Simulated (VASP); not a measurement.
# Which native defect does NbSi2 form most easily?

Which native defect is cheapest in NbSi2, and how does that change with the growth condition? The start is a cell from a database of measured crystal structures.

Program: VASP 6.6.1. Level of theory: LDA; plane waves and PAW (Nb_pv, Si), in the first sound run; inputs show where later runs differ. Results are calculated unless marked as measured.

**1. The host crystal**

It takes space group P6_222 (No. 180, hexagonal). Conventional cell: a = 4.819 Å, b = 4.819 Å, c = 6.592 Å, α = 90.00°, β = 90.00°, γ = 120.00°. Nearest to Nb lie 10 Si at 2.62 to 2.84 Å. Nearest to Si lie 5 Si at 2.57 to 2.84 Å and 5 Nb at 2.62 to 2.84 Å. Farther neighbours are not listed.

**2. Relaxing the host crystal**

The later steps need the crystal at this functional's own lattice; a raised cutoff keeps the stress reliable while the cell changes.

INCAR

```
SYSTEM = NbSi2
PREC = Normal
ENCUT = 350
EDIFF = 1E-05
NELM = 120
ISMEAR = 0
SIGMA = 0.05
LREAL = Auto
ALGO = Fast
GGA = CA
NBANDS = 37
LASPH = .TRUE.
LORBIT = 11
LWAVE = .FALSE.
LCHARG = .FALSE.
KPAR = 4
NCORE = 2
IBRION = 2
NSW = 40
ISIF = 3
EDIFFG = -0.03
POTIM = 0.4
```

POSCAR

```
NbSi2
1.0
    4.8190000000      0.0000000000      0.0000000000
   -2.4095000000      4.1733764208      0.0000000000
    0.0000000000      0.0000000000      6.5920000000
Nb Si
3 6
Direct
    0.0000000000      0.5000000000      0.1666666667
    0.5000000000      0.5000000000      0.8333333333
    0.5000000000      0.0000000000      0.5000000000
    0.3198000000      0.1599000000      0.1666666667
    0.1599000000      0.8401000000      0.8333333333
    0.8401000000      0.6802000000      0.5000000000
    0.6802000000      0.8401000000      0.1666666667
    0.8401000000      0.1599000000      0.8333333333
    0.1599000000      0.3198000000      0.5000000000
```

KPOINTS

```
Automatic mesh
0
Gamma
4 4 3
0 0 0
```

The projector-augmented-wave data sets are Nb_pv and Si (LDA family, release 64).

The run is started by

```console
$ mpirun -np 8 vasp_std
```

Log:

```text
[banner, memory and clock lines left out]
running    8 mpi-ranks, on    1 nodes
 distrk:  each k-point on    2 cores,    4 groups
 distr:  one band on    2 cores,    1 groups

 POSCAR found type information on POSCAR NbSi
 POSCAR found :  2 types and       9 ions
 LDA part: xc-table for (Slater(with rela. corr.)+CA(PZ))
 , standard interpolation
 POSCAR, INCAR and KPOINTS ok, starting setup
 FFT: planning ... GRIDC
 FFT: planning ... GRID_SOFT
 FFT: planning ... GRID
 WAVECAR not read
 entering main loop
       N       E                     dE             d eps       ncg     rms          rms(c)
DAV:   1     0.377171395951E+03    0.37717E+03   -0.21100E+04   592   0.110E+03
DAV:   2    -0.410806255366E+02   -0.41825E+03   -0.40852E+03   600   0.434E+02
DAV:   3    -0.758095508767E+02   -0.34729E+02   -0.33470E+02   808   0.891E+01
DAV:   4    -0.774737085111E+02   -0.16642E+01   -0.16336E+01   816   0.229E+01
DAV:   5    -0.775294230497E+02   -0.55715E-01   -0.55553E-01   840   0.387E+00    0.408E+01
RMM:   6    -0.749829857690E+02    0.25464E+01   -0.10586E+01   686   0.165E+01    0.132E+01
RMM:   7    -0.749351826157E+02    0.47803E-01   -0.26629E+00   773   0.601E+00    0.696E+00
RMM:   8    -0.748321292867E+02    0.10305E+00   -0.27062E-01   640   0.279E+00    0.369E+00
RMM:   9    -0.748373608207E+02   -0.52315E-02   -0.65576E-02   672   0.159E+00    0.435E-01
RMM:  10    -0.748365588755E+02    0.80195E-03   -0.15999E-02   698   0.703E-01    0.672E-01
RMM:  11    -0.748367707488E+02   -0.21187E-03   -0.46704E-03   708   0.306E-01    0.174E-01
RMM:  12    -0.748368509915E+02   -0.80243E-04   -0.21496E-03   669   0.187E-01    0.101E-01
RMM:  13    -0.748367795509E+02    0.71441E-04   -0.48214E-04   627   0.136E-01    0.302E-02
RMM:  14    -0.748367917968E+02   -0.12246E-04   -0.17538E-04   590   0.572E-02    0.301E-02
RMM:  15    -0.748367958820E+02   -0.40852E-05   -0.51055E-05   405   0.311E-02
   1 F= -.74836796E+02 E0= -.74831894E+02  d E =-.748368E+02
 curvature:   0.00 expect dE= 0.000E+00 dE for cont linesearch  0.000E+00
 trial: gam= 0.00000 g(F)=  0.213E-02 g(S)=  0.308E+00 ort = 0.000E+00 (trialstep = 0.100E+01)
 search vector abs. value=  0.310E+00
 bond charge predicted
       N       E                     dE             d eps       ncg     rms          rms(c)
DAV:   1    -0.758191103264E+02   -0.98232E+00   -0.24882E+01   637   0.371E+01    0.111E+01
RMM:   2    -0.749556408470E+02    0.86347E+00   -0.20536E+00   637   0.945E+00    0.250E+00
RMM:   3    -0.748819923187E+02    0.73649E-01   -0.95681E-01   691   0.455E+00    0.102E+00
RMM:   4    -0.748537363975E+02    0.28256E-01   -0.99559E-02   607   0.225E+00    0.142E+00
RMM:   5    -0.748600331509E+02   -0.62968E-02   -0.11010E-01   641   0.228E+00    0.148E+00
RMM:   6    -0.748544363541E+02    0.55968E-02   -0.13591E-02   611   0.102E+00    0.407E-01
RMM:   7    -0.748538339656E+02    0.60239E-03   -0.50252E-03   649   0.378E-01    0.443E-01
RMM:   8    -0.748533430272E+02    0.49094E-03   -0.53562E-03   677   0.375E-01    0.103E-01
RMM:   9    -0.748533584271E+02   -0.15400E-04   -0.63875E-04   744   0.159E-01    0.162E-01
RMM:  10    -0.748534003786E+02   -0.41951E-04   -0.22522E-04   662   0.633E-02    0.200E-01
RMM:  11    -0.748533966595E+02    0.37191E-05   -0.24164E-05   416   0.250E-02
   2 F= -.74853397E+02 E0= -.74849019E+02  d E =-.166008E-01
[...]
3 F= -.74921131E+02 E0= -.74916510E+02  d E =-.843348E-01
[...]
4 F= -.74921150E+02 E0= -.74916531E+02  d E =-.843544E-01
 curvature:  -0.25 expect dE=-0.219E-02 dE for cont linesearch -0.398E-07
 trial: gam= 0.02877 g(F)=  0.108E-02 g(S)=  0.761E-02 ort =-0.221E-03 (trialstep = 0.908E+00)
 search vector abs. value=  0.894E-02
 bond charge predicted
       N       E                     dE             d eps       ncg     rms          rms(c)
DAV:   1    -0.749319457635E+02   -0.10792E-01   -0.35519E-01   632   0.309E+00    0.458E-01
RMM:   2    -0.749267651301E+02    0.51806E-02   -0.10171E-02   608   0.736E-01    0.239E-01
RMM:   3    -0.749248039091E+02    0.19612E-02   -0.52947E-03   607   0.404E-01    0.886E-02
RMM:   4    -0.749249116562E+02   -0.10775E-03   -0.14072E-03   663   0.241E-01    0.262E-02
RMM:   5    -0.749249337833E+02   -0.22127E-04   -0.32314E-04   709   0.901E-02    0.186E-02
RMM:   6    -0.749249389929E+02   -0.52096E-05   -0.65083E-05   490   0.425E-02
   5 F= -.74924939E+02 E0= -.74920795E+02  d E =-.378869E-02
 trial-energy change:   -0.003789  1 .order   -0.003509   -0.007889    0.000871
 step:   0.8315(harm=  0.8180)  dis= 0.00228  next Energy=   -74.924976 (dE=-0.383E-02)
 reached required accuracy - stopping structural energy minimisation
```

Elapsed: 5.6 s, on 8 MPI ranks of Intel Xeon 6975P-C (Granite Rapids), shared host; peak memory 1.2 GiB.

The logs omit lines about the potential files and the build; timing stands in the text.

From OUTCAR (step 2):

```text
ion  position               nearest neighbor table
   1  0.000  0.500  0.167-   6 2.62   9 2.62   8 2.62   5 2.62   4 2.75   7 2.75   7 2.75   4 2.75
                             7 2.84   4 2.84   3 3.26   3 3.26   2 3.26   2 3.26
   2  0.500  0.500  0.833-   6 2.62   9 2.62   7 2.62   4 2.62   8 2.75   5 2.75   5 2.75   8 2.75
                             8 2.84   5 2.84   3 3.26   3 3.26   1 3.26   1 3.26
   3  0.500  0.000  0.500-   4 2.62   5 2.62   7 2.62   8 2.62   9 2.75   6 2.75   9 2.75   6 2.75
                             9 2.84   6 2.84   2 3.26   1 3.26   2 3.26   1 3.26
   4  0.320  0.160  0.167-   9 2.57   5 2.57   3 2.62   2 2.62   7 2.67   1 2.75   1 2.75   1 2.84
                             7 2.84   7 2.84
   5  0.160  0.840  0.833-   6 2.57   4 2.57   3 2.62   1 2.62   8 2.67   2 2.75   2 2.75   2 2.84
                             8 2.84   8 2.84
   6  0.840  0.680  0.500-   5 2.57   7 2.57   2 2.62   1 2.62   9 2.67   3 2.75   3 2.75   3 2.84
                             9 2.84   9 2.84
   7  0.680  0.840  0.167-   6 2.57   8 2.57   3 2.62   2 2.62   4 2.67   1 2.75   1 2.75   1 2.84
                             4 2.84   4 2.84
   8  0.840  0.160  0.833-   9 2.57   7 2.57   3 2.62   1 2.62   5 2.67   2 2.75   2 2.75   2 2.84
                             5 2.84   5 2.84
   9  0.160  0.320  0.500-   4 2.57   8 2.57   2 2.62   1 2.62   6 2.67   3 2.75   3 2.75   3 2.84
                             6 2.84   6 2.84

  LATTYP: Found a hexagonal cell.
 ALAT       =     4.8190000000
 C/A-ratio  =     1.3679186553

 Subroutine GETGRP returns: Found 12 space group operations
 (whereof  4 operations were pure point group operations)

The static configuration has the point symmetry D_2 .
 The point group associated with its full space group is D_6 .

 Found      8 irreducible k-points:

   k-points           NKPTS =      8   k-points in BZ     NKDIM =      8   number of bands    NBANDS=     37

   dimension x,y,z NGX =    24 NGY =   24 NGZ =   30
   dimension x,y,z NGXF=    48 NGYF=   48 NGZF=   60

   ENCUT  =  350.0 eV  25.72 Ry    5.07 a.u.   7.35  7.35 10.06*2*pi/ulx,y,z

   NELECT =      57.0000    total number of electrons

 k-points in reciprocal lattice and weights: Automatic mesh
   0.00000000  0.00000000  0.00000000       0.021
   0.25000000 -0.00000000  0.00000000       0.125
   0.50000000 -0.00000000  0.00000000       0.062
   0.25000000  0.25000000  0.00000000       0.125
   0.00000000  0.00000000  0.33333333       0.042
   0.25000000 -0.00000000  0.33333333       0.250
   0.50000000 -0.00000000  0.33333333       0.125
   0.25000000  0.25000000  0.33333333       0.250

 average (electrostatic) potential at core
       1 -31.0318       2 -31.0318       3 -31.0318       4 -81.9004       5 -81.9004
       6 -81.9004       7 -81.9004       8 -81.9004       9 -81.9004

 E-fermi :   9.1663

 k-point     1 :       0.0000    0.0000    0.0000
  band No.  band energies     occupation
    ...
     25       6.8717      2.00000
     26       6.9671      2.00000
     27       7.0879      2.00000
     28       7.0879      2.00000
     29       8.0915      2.00000
     30       9.8261      0.00000
     31      12.3749      0.00000
     32      12.4571      0.00000
     33      12.5370      0.00000
     34      12.5371      0.00000
    ...

 k-point     2 :       0.2500   -0.0000    0.0000
  band No.  band energies     occupation
    ...
     25       7.1990      2.00000
     26       7.3892      2.00000
     27       7.4863      2.00000
     28       7.7695      2.00000
     29       7.7858      2.00000
     30       9.3778      0.00000
     31      10.9468      0.00000
     32      11.1361      0.00000
     33      11.5789      0.00000
     34      11.8819      0.00000
    ...

 k-point     3 :       0.5000   -0.0000    0.0000
  band No.  band energies     occupation
    ...
     25       7.0929      2.00000
     26       7.9920      2.00000
     27       8.3035      2.00000
     28       8.9017      2.00000
     29       9.1141      1.85976
     30       9.8413      0.00000
     31      10.3374      0.00000
     32      10.7443      0.00000
     33      11.1487      0.00000
     34      11.1720      0.00000
    ...

  Total        0.1297392      0.1297392     -0.1185576      0.0000000      0.0000000      0.0000000
  in kB        1.6222443      1.6222443     -1.4824304      0.0000000      0.0000000      0.0000000
  external PRESSURE =       0.5873528 kB  Pullay stress =       0.0000000 kB

  energy-cutoff  :      350.00
  volume of cell :      128.13
      direct lattice vectors                 reciprocal lattice vectors
     4.749196263  0.000000000  0.000000000     0.210561945  0.121567995  0.000000000
    -2.374598131  4.112924611  0.000000000     0.000000000  0.243135991  0.000000000
    -0.000000000  0.000000000  6.559862330     0.000000000 -0.000000000  0.152442224

 POSITION                                       TOTAL-FORCE (eV/Angst)
 -----------------------------------------------------------------------------------
     -1.18730      2.05646      1.09331        -0.000000      0.000000      0.000000
      1.18730      2.05646      5.46655        -0.000000      0.000000      0.000000
      2.37460      0.00000      3.27993        -0.000000      0.000000     -0.000000
      1.13526      0.65544      1.09331        -0.011338     -0.006546     -0.000000
     -1.23934      3.45748      5.46655        -0.011338      0.006546      0.000000
      2.37460      2.80204      3.27993        -0.000000      0.013092      0.000000
      1.23934      3.45748      1.09331         0.011338      0.006546      0.000000
      3.61394      0.65544      5.46655         0.011338     -0.006546     -0.000000
     -0.00000      1.31088      3.27993         0.000000     -0.013092     -0.000000
 -----------------------------------------------------------------------------------
    total drift:                               -0.000000      0.000000      0.000000

  FREE ENERGIE OF THE ION-ELECTRON SYSTEM (eV)
  ---------------------------------------------------
  free  energy   TOTEN  =       -74.9249389929 eV

  energy  without entropy=      -74.9166502797  energy(sigma->0) =      -74.92079464

 reached required accuracy - stopping structural energy minimisation

 total charge
# of ion       s       p       d       tot
------------------------------------------
    1        0.344   6.411   3.336  10.090
    2        0.344   6.411   3.336  10.090
    3        0.344   6.411   3.336  10.090
    4        0.766   0.893   0.000   1.659
    5        0.766   0.893   0.000   1.659
    6        0.766   0.893   0.000   1.659
    7        0.766   0.893   0.000   1.659
    8        0.766   0.893   0.000   1.659
    9        0.766   0.893   0.000   1.659
--------------------------------------------------
tot          5.624  24.590  10.008  40.222

[... 3 further parts left out ...]
```

This run has no spin polarisation. Its electron count is odd, so without a moment it is a metal by construction. The k-mesh is coarse for a metal. The run keeps the 12 symmetry operations of its start, so it cannot find a distortion of lower symmetry.

Step by step:

| step | energy less that of the first step (eV) | largest force (eV/Å) | pressure (GPa) | volume (Å³) |
| --- | --- | --- | --- | --- |
| 1 | 0.0000 | 0.0960 | -5.86 | 132.58 |
| 2 | -0.0166 | 0.0345 | 6.02 | 124.48 |
| 3 | -0.0843 | 0.0667 | 0.07 | 128.23 |
| 4 | -0.0844 | 0.0684 | 0.16 | 128.15 |
| 5 | -0.0881 | 0.0131 | 0.06 | 128.13 |

| conventional cell, symmetrised | before | after | change |
| --- | --- | --- | --- |
| a (Å) | 4.819 | 4.749 | -1.4 % |
| b (Å) | 4.819 | 4.749 | -1.4 % |
| c (Å) | 6.592 | 6.560 | -0.5 % |
| volume (Å³/atom) | 14.73 | 14.24 | -3.3 % |

Final coordinates:

```xyz
9
Lattice="4.7492 0.0000 0.0000 -2.3746 4.1129 0.0000 0.0000 0.0000 6.5599" Properties=species:S:1:pos:R:3 pbc="T T T"
Nb   -1.1873    2.0565    1.0933
Nb    1.1873    2.0565    5.4666
Nb    2.3746    0.0000    3.2799
Si    1.1353    0.6554    1.0933
Si   -1.2393    3.4575    5.4666
Si    2.3746    2.8020    3.2799
Si    1.2393    3.4575    1.0933
Si    3.6139    0.6554    5.4666
Si    0.0000    1.3109    3.2799
```

This step gave:

* electronic cycles: 46
* electrons: 57
* free energy (TOTEN): -74.9249 eV
* energy at zero smearing: -74.9208 eV
* Fermi energy: 9.166 eV
* labelled metallic, from the levels on this mesh: yes

The run ended after 5 ionic steps, 0.088 eV below its first step, once forces and stress met EDIFFG = -0.03.

(Part 1 of 7 ends here.)

[Lines on the potential files, build, host, timing and source positions are cut from VASP's logs without a mark.]

[Logs are printed without paths, hosts, clocks, repeated set-up lines and the standing remarks that a program may print on its own settings, such as how far it seeks lower states.]

[Hosts, paths, dates, database ids (printed as entryN), source tags and the programs' standing remarks are cut or masked in the printed files.]

[In band tables of VASP the shares of atoms and orbitals are scaled to a sum of 1 inside the atoms' spheres.]

[Runs that stopped without an error message from VASP are left out.]
